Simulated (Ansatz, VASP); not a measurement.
**LiF (Griceite) in two plane-wave programs**

Aim: how closely do two programs agree when they are given the same cell, functional and k mesh? The cell is taken from a series of runs on this material, whose earlier steps may have relaxed, scaled, displaced or heated it; both programs get it as it stands.

Method: plane waves, with VASP 6.6.1 beside it; LDA, in Ansatz 0.2.0.

### Step 1. The starting structure

It takes space group Fm-3m (No. 225, cubic). The conventional cell has a = 3.959 Å, b = 3.959 Å, c = 3.959 Å, α = 90.00°, β = 90.00°, γ = 90.00°. Nearest to Li lie 6 F at 1.98 Å. Nearest to F lie 6 Li at 1.98 Å. Farther neighbours and most contacts between anions are not listed.

### Step 2. Ansatz: zone-centre phonons, LDA

Ansatz runs on its PAW soft_1 files.

Second derivatives magnify differences that forces hide, and they need a tight electronic threshold.

Input file input.yaml:

```yaml
crystal:
  lattice:
    - [0.0, 1.9793344696, 1.9793344696]
    - [1.9793344696, 0.0, 1.9793344696]
    - [1.9793344696, 1.9793344696, 0.0]
  atoms:
    - { symbol: Li, position: [0.0, 0.0, 0.0] }
    - { symbol: F, position: [0.5, 0.5, 0.5] }
kpoints:
  mp_grid: { grid: [12, 12, 12] }
hamiltonian:
  xc: lda
  pseudopotentials: { kind: paw, azcp: { folder: soft_1 }, xc_functional: pbe }
scf:
  occupations: { method: fixed }
output:
  eigenvalues: true
phonons:
  method: dfpt
  dielectric: true
  rigid_motions: translations
```

The run is started by

```
$ ansatz run input.yaml --threads 4 --pin off --max-ram 10240MiB --backend cpu --events-out ev --progress --plain --runs-dir out
```

Numbers of over 12 decimals in the logs are rounded to 6 here.

Output:

```text
Engine: ansatz 0.2.0, x86_64-unknown-linux-gnu
Pseudopotentials: kind: paw
Pseudopotential: Li, paw, valence charge 3, recommended cutoff 420 eV (normal), soft_1/Li.paw.azcp
Pseudopotential: F, paw, valence charge 7, recommended cutoff 420 eV (normal), soft_1/F.paw.azcp
Functional definition: SPW92
  exchange = slater_x
  correlation = pw_c
Crystal: 2 atoms, lattice volume = 15.509 Å³
Basis set: ecut = 420 eV, 307 PW (Γ), exchange–correlation on 40×40×40 points (8 copies of the dense FFT grid, shifted against one another)
Bands: 9, of which v1, the nominal top of the filled ones, is band 5 counted from 1 (4 counted from 0)
Symmetry: 48 space group operations
k-points: 163 of 1728 (irreducible under 8 space group operations, time reversal used)
Non-local potential: Li, projectors of the file, l = 0: 3, l = 1: 2, l = 2: 1
Non-local potential: F, projectors of the file, l = 0: 2, l = 1: 2, l = 2: 1
PAW form: soft (Blöchl's): semilocal exchange-correlation on the pseudo side does not see the compensation charge
PAW frozen core: F, regenerated for the run's functional, and the local potential with it (the file was generated under x = pbe(κ = 0.804, μ = 0.219515), c = pbe(β = 0.066725))
PAW one-centre angular grid: Li, 110 points (default); XC on 64 Gauss nodes
PAW one-centre angular grid: F, 110 points (default); XC on 64 Gauss nodes
Initial density: superposition of atomic densities (chi_scale 0.1, normalization cell, long waves kept (reshape's long-wave potential 0.00 eV rms))
Initial wavefunctions: pseudopotential atomic-orbital guess
Functional: x = slater, c = lda
SCF iter   1: F=—  HF=-998.679507 eV  |F-HF|=—  |Δ(HF+E_count)|=         —  Δρ=6.36e-2  dr2=3.49e-1  ethr=3.10e-3  ⟨swp⟩=3.9  Hψ=7872  notcnv=0  defer=304
preconditioner: auto → none  [insulator: Δε(μ)=8.674 eV  Ē_g=22.175 eV  n_scr=0 (ndim 8)  ℏωp=26.7 eV  f_vac=0.000  ε∞_Penn≈2.4]
SCF iter   2: F=—  HF=-998.694586 eV  |F-HF|=—  |Δ(HF+E_count)|=   1.51e-2  Δρ=3.37e-2  dr2=8.41e-2  ethr=3.10e-3  ⟨swp⟩=2.0  Hψ=3112  notcnv=0  defer=318
SCF iter   3: F=—  HF=-998.696650 eV  |F-HF|=—  |Δ(HF+E_count)|=   2.06e-3  Δρ=1.39e-2  dr2=1.55e-2  ethr=8.41e-4  ⟨swp⟩=2.5  Hψ=2311  notcnv=0  defer=320
SCF iter   4: F=—  HF=-998.696767 eV  |F-HF|=—  |Δ(HF+E_count)|=   1.17e-4  Δρ=6.03e-4  dr2=2.99e-5  ethr=1.55e-4  ⟨swp⟩=2.5  Hψ=2214  notcnv=0  defer=322
SCF iter   5: F=—  HF=-998.696785 eV  |F-HF|=—  |Δ(HF+E_count)|=   1.79e-5  Δρ=3.60e-5  dr2=6.02e-8  ethr=2.99e-7  ⟨swp⟩=2.1  Hψ=1852  notcnv=0  defer=278
SCF iter   6: F=—  HF=-998.696784 eV  |F-HF|=—  |Δ(HF+E_count)|=   6.79e-7  Δρ=5.59e-6  dr2=3.08e-9  ethr=6.02e-10  ⟨swp⟩=2.1  Hψ=2156  notcnv=0
SCF iter   7: F=-998.696784 eV  HF=-998.696784 eV  |F-HF|=4.81e-11  |Δ(HF+E_count)|=  5.15e-10  Δρ=8.61e-7  dr2=9.30e-11  ethr=1.00e-12  ⟨swp⟩=4.7  Hψ=8056  notcnv=0
SCF 1 converged in 7 iterations: F = -998.696784 eV  dr2 = 9.30e-11
  greatest PAW one-centre occupation: 1.000 electrons in one spin orbital (limit 2), on the Li atom at site 0 (counted from 0), in its partial waves of l = 0
NSCF: frozen V_eff on 1 k-points
DFPT response loops at Γ: preconditioner auto → none (the input reference at scf.mixing.eps_inf says where Resta's filter doesn't serve); β = 0.50; Broyden in place of MSR1
SCF converged after 7 iterations
Free energy (F): -998.696784 eV
Harris-Foulkes:  -998.696784 eV  (|F-HF|=4.81e-11)
Internal energy: -998.696784 eV  (E = F + TS)
E sigma→0 (E₀):  -998.696784 eV
Fermi energy:    0.977262 eV
--- Per-component energies (eV) ---
  E_band       = -115.410750
  E_kinetic    = 214.958877
  E_local      = -636.716787  (includes V_loc(G=0)·N_el)
  E_nonlocal   = 70.332172
  E_hartree    = 218.576408
  E_xc         = -85.358198
  E_vxc        = -110.649356  (∫ρ·V_xc dr)
  E_paw        = -213.716422  (= ΣΔE_a)
  E_vpaw       = -90.489311  (= ΣTr[D̂ρ^β])
  E_aug_tail   = 0.001021  (compensation charges beyond the density's cutoff)
  E_ewald      = -566.887105
  E_core_change = 0.113252  (= ΣΔE_core)
  E_smearing   = -0.000000  (= −TS)
  E_closure    = -0.000000  (closes the sum)
  Σ components = -998.696784   (vs F -998.696784, Δ=0.00e0)
--- Band table (eV; the first three rows and the last of 163) ---
  k-point 0: bands = ["-38.6303", "-18.7460", "0.9767", "0.9767", "0.9767", "10.3003", "25.0914", "25.0914", "25.0914"]
  k-point 1: bands = ["-38.6245", "-18.7168", "0.7572", "0.9588", "0.9588", "10.5017", "22.8012", "24.0392", "24.0392"]
  k-point 2: bands = ["-38.6088", "-18.6343", "0.1958", "0.9112", "0.9112", "10.9805", "20.5392", "22.7340", "22.7340"]
  k-point 162: bands = ["-38.5210", "-17.9758", "-1.3393", "-1.3393", "0.1160", "16.0459", "16.0459", "18.4802", "20.5958"]
--- Phonons (Γ-DFPT): 2 representative perturbations + reference, on 163 of 1728 k-points (Σ response iterations 7) ---
  k mesh reduced under 8 symmetry operations, with k and −k counted as one. Each operation leaves every solved perturbation unchanged. A smaller set is not considered because the run solves the response to a homogeneous field
  ASR residual: 9.641e-5 → 0.000e0 eV/Å²; symmetrization residual: 6.524e-8 eV/Å²
  ASR residual per site (eV/Å²): 9.64e-5 2.99e-5
  Γ frequencies (cm⁻¹): 0.00 0.00 0.00 303.93 303.93 303.93
  ε∞ (high-frequency dielectric tensor):
        2.106410    -0.000000    -0.000000
       -0.000000     2.106410    -0.000000
        0.000000     0.000000     2.106410
  ε⁰ (static dielectric tensor: ions relaxed, cell fixed):
        9.478283    -0.000000    -0.000000
        0.000000     9.478283     0.000000
        0.000000     0.000000     9.478283
  ε⁰ − ε∞ (ionic part):
        7.371873     0.000000     0.000000
        0.000000     7.371873     0.000000
        0.000000     0.000000     7.371873
  softest optical mode at Γ: 303.93 cm⁻¹; the repairs (sum rule, projections) moved no ω² at Γ by more than (1.95 cm⁻¹)²
  Born effective charges Z* (e; rows j = field, columns β = displacement):
    site 0:
         1.04451    0.00000    0.00000
        -0.00000    1.04451    0.00000
         0.00000   -0.00000    1.04451
    site 1:
        -1.04451   -0.00000    0.00000
         0.00000   -1.04451   -0.00000
         0.00000    0.00000   -1.04451
  Z* charge neutrality: 2.923e-6 e pre-enforcement
  k-mesh period / interband length: 33.6 Å / 0.79 Å = 42.64 at k = (0.0000, 0.0000, -0.5000), direct gap 10.916 eV — 14 or more, which is no proof of convergence
  optical modes at Γ without the LO–TO term, one row a degenerate level:
      ω (cm⁻¹)  modes    IR ((D/Å)²/amu)
        303.93      3            14.8551
  optical modes at Γ + LO–TO along q̂ = [1.0000, 0.0000, 0.0000]:
      ω (cm⁻¹)  modes    IR ((D/Å)²/amu)
        303.93      2             9.9034
        644.71      1             4.9517
  optical modes at Γ + LO–TO along q̂ = [0.0000, 1.0000, 0.0000]:
      ω (cm⁻¹)  modes    IR ((D/Å)²/amu)
        303.93      2             9.9034
        644.71      1             4.9517
  optical modes at Γ + LO–TO along q̂ = [0.0000, 0.0000, 1.0000]:
      ω (cm⁻¹)  modes    IR ((D/Å)²/amu)
        303.93      2             9.9034
        644.71      1             4.9517
```

[end of part 1 of 2]

[Lines on the potential files, build, host, timing and source positions are cut from VASP's logs without a mark.]

[Logs are printed without paths, hosts, clocks, repeated set-up lines and the standing remarks that a program may print on its own settings, such as how far it seeks lower states.]

[Hosts, paths, dates, database ids (printed as entryN), source tags and the programs' standing remarks are cut or masked in the printed files.]
